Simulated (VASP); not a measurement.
The system is CoSi.

```
Co Si
1.0
     4.43800    0.00000    0.00000
     0.00000    4.43800    0.00000
     0.00000    0.00000    4.43800
Co Si
4 4
Direct
  0.14000 0.14000 0.14000
  0.36000 0.86000 0.64000
  0.64000 0.36000 0.86000
  0.86000 0.64000 0.36000
  0.84300 0.84300 0.84300
  0.65700 0.15700 0.34300
  0.34300 0.65700 0.15700
  0.15700 0.34300 0.65700
```

| Property | Result |
| --- | --- |
| Program | VASP 6.6.1 |
| Task | relaxation of cell and atoms |
| Functional | PBE |
| Potentials or basis | VASP PAW PBE potentials, release 64 (Co, Si) |
| Cutoff | 600 eV |
| k mesh | 8 × 8 × 8 |
| Occupations | methfessel-paxton, width 0.1 eV |
| Spin | no spin polarisation |

At the start: pressure -0.4 GPa; volume 10.93 Å³/atom.

Task: How do energy, volume and symmetry change on relaxing?

Result: Over 7 steps the energy falls by 2.8 meV/atom and the volume is 10.86 Å³/atom (-0.6 %); space group P2_13 (No. 198, to 0.05 Å).

Step by step:
```csv
step,energy change (eV),largest force (eV/Å),pressure (GPa),volume (Å³)
1,0.0000,0.2729,-0.44,87.41
2,-0.0125,0.1891,0.20,87.04
3,-0.0191,0.0835,1.30,86.47
4,-0.0192,0.0697,-1.29,87.40
5,-0.0220,0.0595,-0.03,86.94
6,-0.0225,0.0204,0.02,86.91
7,-0.0225,0.0007,0.01,86.90
```

Final structure:
```
Co Si
1.0
     4.42941    0.00000    0.00000
     0.00000    4.42941    0.00000
     0.00000    0.00000    4.42941
Co Si
4 4
Direct
  0.14511 0.14511 0.14511
  0.35489 0.85489 0.64511
  0.64511 0.35489 0.85489
  0.85489 0.64511 0.35489
  0.84321 0.84321 0.84321
  0.65679 0.15679 0.34321
  0.34321 0.65679 0.15679
  0.15679 0.34321 0.65679
```
